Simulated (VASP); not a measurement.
Computed with AM05 GGA, VASP's PBE PAW potentials (set 64) (plane waves; VASP).

VASP ran on this input.

**INCAR**
```
SYSTEM = Rb
PREC = Accurate
ENCUT = 520
EDIFF = 1E-7
NELM = 100
ALGO = Normal
LREAL = .FALSE.
LASPH = .TRUE.
ISMEAR = -5
GGA = AM
LMAXMIX = 4
LWAVE = .FALSE.
LCHARG = .TRUE.
LORBIT = 11
NEDOS = 601
ISIF = 2
```

File KPOINTS:
```
Regular mesh
0
Gamma
 10 10 10
```

File POSCAR:
```
Rb
1
   -2.8398427699     2.8398427699     2.8398427699
    2.8398427699    -2.8398427699     2.8398427699
    2.8398427699     2.8398427699    -2.8398427699
Rb
1
Direct
  0.0000000000   0.0000000000   0.0000000000
```

POTCAR, in this order: Rb_sv (PBE.64 set). Program: vasp_std.

What VASP printed:

File OUTCAR:
```
 ion  position               nearest neighbor table
   1  0.000  0.000  0.000-
  LATTYP: Found a body centered cubic cell.
 ALAT       =     5.6796855398
 Subroutine PRICEL returns:
 Original cell was already a primitive cell.
 Subroutine GETGRP returns: Found 48 space group operations
The static configuration has the point symmetry O_h .
The dynamic configuration has the point symmetry O_h .
 Subroutine INISYM returns: Found 48 space group operations
 Subroutine IBZKPT returns following result:
 Found     47 irreducible k-points:

 Following reciprocal coordinates:
            Coordinates               Weight
  0.000000  0.000000  0.000000      1.000000
  0.100000  0.000000  0.000000     12.000000
  0.200000  0.000000  0.000000     12.000000
  0.300000  0.000000  0.000000     12.000000
  0.400000  0.000000  0.000000     12.000000
  0.500000  0.000000  0.000000      6.000000
  0.100000  0.100000  0.000000     24.000000
  0.200000  0.100000  0.000000     48.000000
  0.300000  0.100000  0.000000     48.000000
  0.400000  0.100000 -0.000000     48.000000
  0.200000  0.200000  0.000000     24.000000
  0.300000  0.200000  0.000000     48.000000
  0.400000  0.200000  0.000000     24.000000
  0.300000  0.300000  0.000000     24.000000
  0.100000  0.100000  0.100000      8.000000
  0.200000  0.100000  0.100000     24.000000
  0.300000  0.100000  0.100000     24.000000
  0.400000  0.100000  0.100000     12.000000
 -0.100000  0.100000  0.100000      6.000000
  0.200000  0.200000  0.100000     24.000000
  0.300000  0.200000  0.100000     48.000000
 -0.200000  0.200000  0.100000     24.000000
  0.300000  0.300000  0.100000      8.000000
 -0.300000  0.300000  0.100000     24.000000
 -0.200000  0.300000  0.100000     24.000000
 -0.400000  0.400000  0.100000     24.000000
 -0.300000  0.400000  0.100000     48.000000
  0.500000  0.500000  0.100000     12.000000
 -0.400000  0.500000  0.100000     48.000000
 -0.300000  0.500000  0.100000     24.000000
 -0.400000 -0.400000  0.100000     24.000000
  0.200000  0.200000  0.200000      8.000000
  0.300000  0.200000  0.200000     12.000000
 -0.200000  0.200000  0.200000      6.000000
 -0.300000  0.300000  0.200000     24.000000
 -0.400000  0.400000  0.200000     24.000000
 -0.300000  0.400000  0.200000     24.000000
  0.500000  0.500000  0.200000     12.000000
 -0.400000  0.500000  0.200000     48.000000
 -0.400000 -0.400000  0.200000      8.000000
   k-points           NKPTS =     47   k-points in BZ     NKDIM =     47   number of bands    NBANDS=      8
   number of dos      NEDOS =    601   number of ions     NIONS =      1
   total plane-waves  NPLWV =  64000
   dimension x,y,z NGX =    40 NGY =   40 NGZ =   40
   dimension x,y,z NGXF=    80 NGYF=   80 NGZF=   80
   ions per type =               1
   PREC   = accura    normal or accurate (medium, high low for compatibility)
   ISTART =      0    job   : 0-new  1-cont  2-samecut
   ICHARG =      2    charge: 1-file 2-atom 10-const
   ISPIN  =      1    spin polarized calculation?
   LNONCOLLINEAR =      F non collinear calculations
   LSORBIT =      F    spin-orbit coupling
   INIWAV =      1    electr: 0-lowe 1-rand  2-diag
   ENCUT  =  520.0 eV  38.22 Ry    6.18 a.u.   9.15  9.15  9.15*2*pi/ulx,y,z
   NELM   =    100;   NELMIN=  2; NELMDL= -5     # of ELM steps
   EDIFF  = 0.1E-06   stopping-criterion for ELM
   LREAL  =      F    real-space projection
   NLSPLINE    = F    spline interpolate recip. space projectors
   LMAXMIX     =    4 max onsite mixed and CHGCAR
   VOSKOWN=      0    Vosko Wilk Nusair interpolation
...
```

**OSZICAR**
```
       N       E                     dE             d eps       ncg     rms          rms(c)
DAV:   1     0.483995394124E+02    0.48400E+02   -0.34111E+03   752   0.820E+02
DAV:   2     0.183527777316E+01   -0.46564E+02   -0.45817E+02   856   0.143E+02
DAV:   3    -0.804563586699E+00   -0.26398E+01   -0.26378E+01  1032   0.394E+01
DAV:   4    -0.896968606126E+00   -0.92405E-01   -0.92263E-01  1168   0.583E+00
DAV:   5    -0.898230762809E+00   -0.12622E-02   -0.12622E-02  1168   0.383E-01    0.134E+00
DAV:   6    -0.899611560906E+00   -0.13808E-02   -0.23354E-03  1120   0.375E-01    0.813E-01
DAV:   7    -0.900771636780E+00   -0.11601E-02   -0.54545E-03   848   0.626E-01    0.438E-02
DAV:   8    -0.900929808113E+00   -0.15817E-03   -0.23394E-04  1008   0.166E-01    0.141E-02
DAV:   9    -0.900942376555E+00   -0.12568E-04   -0.15293E-05  1264   0.439E-02    0.425E-03
DAV:  10    -0.900942654659E+00   -0.27810E-06   -0.30136E-06  1120   0.142E-02    0.891E-04
DAV:  11    -0.900942627997E+00    0.26662E-07   -0.71470E-08  1016   0.243E-03
   1 F= -.90094263E+00 E0= -.90094263E+00  d E =0.000000E+00
```

File OUTCAR:
```
------------------------ aborting loop because EDIFF is reached ----------------------------------------
  FORCE on cell =-STRESS in cart. coord.  units (eV):
  Direction    XX          YY          ZZ          XY          YZ          ZX
  --------------------------------------------------------------------------------------
  Total       -0.0043499     -0.0043499     -0.0043499     -0.0000000      0.0000000      0.0000000
  in kB       -0.0760765     -0.0760765     -0.0760765     -0.0000000      0.0000000      0.0000000
  external PRESSURE =      -0.0760765 kB  Pullay stress =       0.0000000 kB
  volume of cell :       91.61
      direct lattice vectors                 reciprocal lattice vectors
    -2.839842770  2.839842770  2.839842770     0.000000000  0.176066086  0.176066086
     2.839842770 -2.839842770  2.839842770     0.176066086  0.000000000  0.176066086
     2.839842770  2.839842770 -2.839842770     0.176066086  0.176066086  0.000000000
 POSITION                                       TOTAL-FORCE (eV/Angst)
 -----------------------------------------------------------------------------------
      0.00000      0.00000      0.00000        -0.000000     -0.000000     -0.000000
 -----------------------------------------------------------------------------------
    total drift:                               -0.000000      0.000000     -0.000000
  FREE ENERGIE OF THE ION-ELECTRON SYSTEM (eV)
  ---------------------------------------------------
  free  energy   TOTEN  =        -0.9009426280 eV

  energy  without entropy=       -0.9009426280  energy(sigma->0) =       -0.90094263

 total charge

# of ion       s       p       d       tot
------------------------------------------
    1        1.961   5.316   0.005   7.282
```
(Selected blocks of OUTCAR.)

For a metal the tetrahedron method with Blöchl corrections gives inexact stress and forces.

The compound is Rb in the bcc structure. It was relaxed first.
